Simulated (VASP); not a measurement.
The input files of a VASP run:

### KPOINTS
```
Automatic mesh
0
Gamma
8 8 8
0 0 0
```

**POSCAR**
```
Ni3Fe
1
    3.4905369507    -0.0000000000     0.0000000000
    0.0000000000     3.4905369507     0.0000000000
    0.0000000000    -0.0000000000     3.4905369507
Fe Ni
1 3
Direct
  0.0000000000   0.0000000000   0.0000000000
  0.0000000000   0.5000000000   0.5000000000
  0.5000000000   0.0000000000   0.5000000000
  0.5000000000   0.5000000000   0.0000000000
```

### INCAR
```
IBRION = 2   # conjugate gradients
ALGO = Normal   # blocked Davidson
PARAM1 = 0.1833333333
PREC = Accurate
NELM = 100
ENCUT = 520
GGA = BO
LREAL = F   # projection in real space or not
NSW = 60   # most ionic steps
EDIFFG = -0.02   # ionic stop
ISIF = 3   # ions, shape and volume
EDIFF = 1E-6   # SCF stop (eV)
SYSTEM = Ni3Fe
LUSE_VDW = T
LCHARG = F
LMAXMIX = 4   # l cut-off of mixed one-centre charges
PARAM2 = 0.22
MAGMOM = 3.0 0.7 0.7 0.7
AGGAC = 0.0
LWAVE = F
ISMEAR = 1   # Methfessel-Paxton
LORBIT = 10
LASPH = T   # aspherical one-centre terms
ISPIN = 2
SIGMA = 0.1
```

POTCAR, in this order: Fe Ni (PBE.64 set). Program: vasp_std.

### Question
Translate this optB88-vdW calculation to Quantum ESPRESSO's pw.x.

### Answer
One equivalent input (not run):
```
&CONTROL
  calculation = 'vc-relax'
  pseudo_dir = './pseudo'
  outdir = './out'
  tprnfor = .true.
  tstress = .true.
  nstep = 60
  forc_conv_thr = 0.00078
/
&SYSTEM
  ibrav = 0
  nat = 4
  ntyp = 2
  ecutwfc = 98
  occupations = 'smearing'
  smearing = 'methfessel-paxton'
  degauss = 0.00735
  input_dft = 'vdw-df-obk8'
  nspin = 2
  starting_magnetization(1) = 0.3
  starting_magnetization(2) = 0.07
/
&ELECTRONS
  conv_thr = 7.3e-08
  electron_maxstep = 100
/
&IONS
/
&CELL
/
ATOMIC_SPECIES
  Fe 55.845 Fe.upf
  Ni 58.693 Ni.upf
CELL_PARAMETERS angstrom
     3.4905370   -0.0000000    0.0000000
     0.0000000    3.4905370    0.0000000
     0.0000000   -0.0000000    3.4905370
ATOMIC_POSITIONS crystal
  Fe   0.0000000  0.0000000  0.0000000
  Ni   0.0000000  0.5000000  0.5000000
  Ni   0.5000000  0.0000000  0.5000000
  Ni   0.5000000  0.5000000  0.0000000
K_POINTS automatic
  8 8 8 0 0 0
```
The two are equivalent in intent, not identical: the potentials are each code's own (VASP's PAW set, PseudoDojo norm-conserving files in pw.x), so ENCUT and ecutwfc are chosen apart and not converted; conv_thr bounds pw.x's estimated SCF error, while EDIFF bounds the energy change between steps; starting_magnetization is a fraction of the valence charge and MAGMOM a moment in μB, so they match only roughly; forc_conv_thr acts on force components and is met together with etot_conv_thr.

The compound is Ni3Fe in the L1_2 structure. This run relaxes it. Symmetry was kept, so distortions that lower it aren't found. The start is the result of an earlier pass.
